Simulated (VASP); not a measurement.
Level of theory: r2SCAN meta-GGA, VASP's PBE PAW potentials (set 64) (plane waves; VASP).

VASP input:

File KPOINTS:
```
Automatic mesh
0
Gamma
8 8 8
0 0 0
```

**POSCAR**
```
AgCl
1
    0.0000000000     2.7984342014     2.7984342014
    2.7984342014     0.0000000000     2.7984342014
    2.7984342014     2.7984342014     0.0000000000
Ag Cl
1 1
Direct
  1.0000000000   0.0000000000   1.0000000000
  0.5000000000   0.5000000000   0.5000000000
```

INCAR:
```
# general
SYSTEM   =  AgCl
PREC     =  Accurate
ENCUT    =  520   # plane-wave cut-off (eV)
LREAL    =  .False.   # projection in real space or not
LASPH    =  .True.

# electronic loop
EDIFF    =  1E-7   # SCF stop (eV)
NELM     =  100   # most electronic steps
ALGO     =  Normal   # blocked Davidson
LMAXMIX  =  4
LMIXTAU  =  .True.

# smearing
ISMEAR   =  0   # Gaussian
SIGMA    =  0.05   # width (eV)

# functional
METAGGA  =  R2SCAN

# ions
ISIF     =  2   # forces and stress, cell fixed

# output
LWAVE    =  .False.
LCHARG   =  .False.
```

POTCAR, in this order: Ag Cl (PBE.64 set). Program: vasp_std.

Output

### OSZICAR
```
       N       E                     dE             d eps       ncg     rms          rms(c)
DAV:   1     0.805536180348E+02    0.80554E+02   -0.88654E+03   754   0.127E+03
DAV:   2    -0.290404611872E+02   -0.10959E+03   -0.10169E+03   904   0.262E+02
DAV:   3    -0.336808411997E+02   -0.46404E+01   -0.46227E+01   854   0.587E+01
DAV:   4    -0.337200429937E+02   -0.39202E-01   -0.39198E-01   854   0.593E+00
DAV:   5    -0.337206507538E+02   -0.60776E-03   -0.60776E-03   884   0.752E-01    0.624E+00
DAV:   6    -0.286085583753E+02    0.51121E+01   -0.46190E+00   754   0.258E+01    0.654E+00
DAV:   7    -0.286522593383E+02   -0.43701E-01   -0.22205E-01   764   0.621E+00    0.396E+00
DAV:   8    -0.285697997246E+02    0.82460E-01   -0.24852E-01   754   0.544E+00    0.116E+00
DAV:   9    -0.286354750653E+02   -0.65675E-01   -0.53429E-02   759   0.263E+00    0.450E-01
DAV:  10    -0.286374175173E+02   -0.19425E-02   -0.45282E-03   759   0.973E-01    0.228E-01
DAV:  11    -0.286376479878E+02   -0.23047E-03   -0.51492E-03   819   0.668E-01    0.120E-01
DAV:  12    -0.286378875624E+02   -0.23957E-03   -0.12803E-03   764   0.364E-01    0.582E-02
DAV:  13    -0.286380622463E+02   -0.17468E-03   -0.41864E-04   769   0.303E-01    0.501E-02
DAV:  14    -0.286381503542E+02   -0.88108E-04   -0.38093E-05   769   0.722E-02    0.320E-02
DAV:  15    -0.286381559836E+02   -0.56294E-05   -0.27085E-05   769   0.640E-02    0.867E-03
DAV:  16    -0.286381542323E+02    0.17513E-05   -0.57840E-06   774   0.279E-02    0.140E-03
DAV:  17    -0.286381543468E+02   -0.11442E-06   -0.18279E-07   636   0.488E-03    0.148E-03
DAV:  18    -0.286381546998E+02   -0.35307E-06   -0.27285E-08   377   0.233E-03    0.619E-04
DAV:  19    -0.286381557762E+02   -0.10764E-05   -0.12868E-07   527   0.364E-03    0.994E-04
DAV:  20    -0.286381555795E+02    0.19675E-06   -0.15494E-08   377   0.134E-03    0.788E-04
DAV:  21    -0.286381556178E+02   -0.38270E-07   -0.34385E-09   377   0.579E-04
   1 F= -.28638156E+02 E0= -.28638156E+02  d E =-.134404E-12
```

File OUTCAR:
```
------------------------ aborting loop because EDIFF is reached ----------------------------------------
  FORCE on cell =-STRESS in cart. coord.  units (eV):
  Direction    XX          YY          ZZ          XY          YZ          ZX
  --------------------------------------------------------------------------------------
  Total       -0.3808203     -0.3808203     -0.3808203      0.0000000     -0.0000000      0.0000000
  in kB      -13.9205157    -13.9205157    -13.9205157      0.0000000     -0.0000000      0.0000000
  external PRESSURE =     -13.9205157 kB  Pullay stress =       0.0000000 kB
  volume of cell :       43.83
      direct lattice vectors                 reciprocal lattice vectors
     0.000000000  2.798434201  2.798434201    -0.178671344  0.178671344  0.178671344
     2.798434201  0.000000000  2.798434201     0.178671344 -0.178671344  0.178671344
     2.798434201  2.798434201  0.000000000     0.178671344  0.178671344 -0.178671344
  FREE ENERGIE OF THE ION-ELECTRON SYSTEM (eV)
  ---------------------------------------------------
  free  energy   TOTEN  =       -28.6381556178 eV

  energy  without entropy=      -28.6381556178  energy(sigma->0) =      -28.63815562
```
(Selected blocks of OUTCAR.)

The compound is AgCl in the rock salt structure. This cell is one point of a volume scan, at 1.03 of the reference volume.
